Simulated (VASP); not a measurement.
Input of a VASP 6.6.1 run:

The input INCAR:

```
ALGO = Fast
EDIFF = 1E-6
ENCUT = 520
GGA = PE
ISIF = 2
ISMEAR = -1
LASPH = T
LCHARG = T
LELF = T
LREAL = F
LVHAR = T
LWAVE = F
NBANDS = 48
NELM = 100
PREC = Accurate
SIGMA = 0.1
```

KPOINTS

```
Automatic mesh
0
Gamma
  4 5 4
  0.5 0.5 0.5
```

File POSCAR:

```
Cu2P2O7
1.0
    5.4141260000     -1.2968780000     -0.8252410000
   -0.2438390000      4.0746770000      0.5375360000
    0.2633590000      0.5365300000      5.5990820000
P O Cu
2 7 2
Direct
    0.1898710000      0.9486160000      0.9845210000
    0.7527740000      0.7676760000      0.1690910000
    0.4238630000      0.5984860000      0.9350400000
    0.1049320000      0.7959780000      0.3675920000
    0.4172770000      0.2760160000      0.2357580000
    0.9974170000      0.2985310000      0.1737320000
    0.0906170000      0.5029740000      0.7998980000
    0.3872070000      0.6981310000      0.2946430000
    0.3579550000      0.8024680000      0.6089280000
    0.9042540000      0.0450600000      0.5843800000
    0.5563010000      0.3760100000      0.6388630000
```

Potentials or basis: VASP PAW PBE potentials, release 64 (P, O, Cu).

Run with:

```bash
$ cat potpaw_PBE.64/P/POTCAR potpaw_PBE.64/O/POTCAR potpaw_PBE.64/Cu/POTCAR > POTCAR
$ mpirun -np 1 vasp_std > vasp.out
```

Task: Estimate the band gap on the k mesh.

Result: None (metal or under the smearing width).

Task: Predict the largest force.

Result: 3.991 eV/Å.

Task: Predict the pressure.

Result: -0.1 GPa.

Stress tensor (GPa, compression positive):
```
 1.29 -5.86 -0.86
-5.86 -4.15 -4.31
-0.86 -4.31  2.69
```

Caveat: the run has no spin polarisation, though such a crystal can be magnetic; semilocal functionals often make such compounds metallic where correlation or magnetic order opens a gap, which also shifts bond lengths. With open d or f shells a metallic result of PBE can be an artefact of self-interaction; +U or a hybrid may open a gap.
